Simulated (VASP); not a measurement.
Consider the following.

```
MnO
1.0
    3.39116     0.00000     0.00000
   -1.69558     2.93683     0.00000
    0.00000     0.00000     5.34328
Mn O
2 2
Cartesian
  1.69558   0.97894   0.03163
  0.00000   1.95789   2.70327
  1.69558   0.97894   3.30899
  0.00000   1.95789   0.63735
```
Starting moments (μB, in the order of the record's atoms Mn Mn O O): 4.4 4.4 0.2 0.2.

Calculation: PBEsol GGA, VASP's PBE PAW potentials (set 64) (plane waves; VASP 6.6.1). Settings: 520 eV cut-off, Gaussian smearing of 0.050 eV, potentials Mn_pv O.

The moments were started parallel, and other spin orders were not tried in this run.

Give the spin-up energies of bands 13 to 26 at the high-symmetry points, in eV from the Fermi level.

| band | Γ | M | K | A | L | H |
|---|---|---|---|---|---|---|
| 13 | -6.20 | -5.63 | -5.74 | -6.33 | -5.84 | -5.59 |
| 14 | -6.14 | -5.61 | -5.74 | -6.33 | -5.84 | -5.59 |
| 15 | -3.20 | -3.39 | -3.48 | -2.87 | -2.86 | -3.29 |
| 16 | -3.20 | -3.15 | -3.29 | -2.87 | -2.86 | -3.29 |
| 17 | -2.66 | -2.85 | -3.29 | -2.87 | -2.74 | -2.48 |
| 18 | -2.66 | -2.64 | -3.06 | -2.87 | -2.74 | -2.48 |
| 19 | -2.49 | -2.56 | -2.46 | -1.47 | -2.48 | -2.22 |
| 20 | -1.60 | -2.55 | -2.02 | -1.47 | -2.48 | -2.22 |
| 21 | -0.74 | -1.99 | -2.02 | -0.37 | -1.41 | -2.19 |
| 22 | -0.74 | -1.97 | -2.00 | -0.37 | -1.41 | -2.19 |
| 23 | -0.39 | -0.98 | -1.38 | -0.37 | -1.27 | -1.27 |
| 24 | 0.06 | -0.95 | -1.38 | -0.37 | -1.27 | -1.27 |
| 25 | 0.06 | 3.87 | 5.44 | 1.04 | 3.71 | 5.54 |
| 26 | 3.52 | 4.19 | 5.76 | 1.04 | 3.71 | 5.54 |

Give the spin-down energies of bands 13 to 26 at the high-symmetry points, in eV from the Fermi level.

| band | Γ | M | K | A | L | H |
|---|---|---|---|---|---|---|
| 13 | -4.99 | -4.81 | -4.92 | -5.05 | -4.82 | -4.56 |
| 14 | -4.79 | -4.72 | -4.92 | -5.05 | -4.82 | -4.56 |
| 15 | -0.18 | 0.13 | 0.15 | 1.40 | 0.83 | 0.43 |
| 16 | 0.92 | 0.72 | 0.60 | 1.40 | 0.83 | 0.43 |
| 17 | 0.92 | 1.00 | 0.60 | 1.40 | 1.51 | 1.48 |
| 18 | 1.45 | 1.31 | 0.86 | 1.40 | 1.51 | 1.48 |
| 19 | 1.70 | 1.45 | 1.25 | 1.63 | 1.56 | 1.70 |
| 20 | 1.70 | 1.88 | 1.91 | 1.63 | 1.56 | 1.70 |
| 21 | 2.80 | 2.04 | 2.27 | 3.04 | 2.35 | 2.11 |
| 22 | 2.80 | 2.28 | 2.27 | 3.04 | 2.35 | 2.11 |
| 23 | 2.90 | 2.63 | 2.63 | 3.08 | 2.41 | 2.46 |
| 24 | 3.51 | 2.68 | 2.63 | 3.08 | 2.41 | 2.46 |
| 25 | 3.51 | 5.58 | 7.17 | 3.08 | 5.54 | 7.37 |
| 26 | 4.99 | 5.84 | 7.44 | 3.08 | 5.54 | 7.37 |

It has no gap at this level: it comes out as a metal or semimetal.

The structure was generated: MnO was put into the wurtzite type (P6_3mc), which need not be its known phase. It was relaxed first, which changed the volume by +6 %.
